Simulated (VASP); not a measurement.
```yaml
crystal:
  lattice:
    - [3.32360, 0.00000, 0.00000]
    - [0.00000, 3.32360, 0.00000]
    - [0.00000, 0.00000, 3.32360]
  atoms:
    - { symbol: Zn, position: [0.50000, 0.50000, 0.50000] }
    - { symbol: Au, position: [0.00000, 0.00000, 0.00000] }
```

All values below come from vdW-DF2, VASP's PBE PAW potentials (set 64) (plane waves; VASP). Run with 520 eV cut-off, Gaussian smearing of 0.050 eV, potentials Zn Au.

Give the energies of bands 6 to 14 at the high-symmetry points, in eV from the Fermi level.

| band | Γ | X | M | R |
|---|---|---|---|---|
| 6 | -7.36 | -6.20 | -5.86 | -5.33 |
| 7 | -4.78 | -4.91 | -4.50 | -5.33 |
| 8 | -4.78 | -4.86 | -3.75 | -5.33 |
| 9 | -3.43 | -4.24 | -3.75 | -2.92 |
| 10 | -3.43 | -4.24 | -2.95 | -2.92 |
| 11 | -3.43 | -3.50 | -1.10 | 0.49 |
| 12 | 4.80 | -2.30 | -1.10 | 2.52 |
| 13 | 4.80 | 9.72 | 0.31 | 3.86 |
| 14 | 4.80 | 9.72 | 1.37 | 3.86 |

It has no gap at this level: it comes out as a metal or semimetal.

The compound is AuZn in the CsCl type structure. It was relaxed first, which changed the volume by +17 %. The electron count is odd and the run is not spin-polarised, which forces a metal.
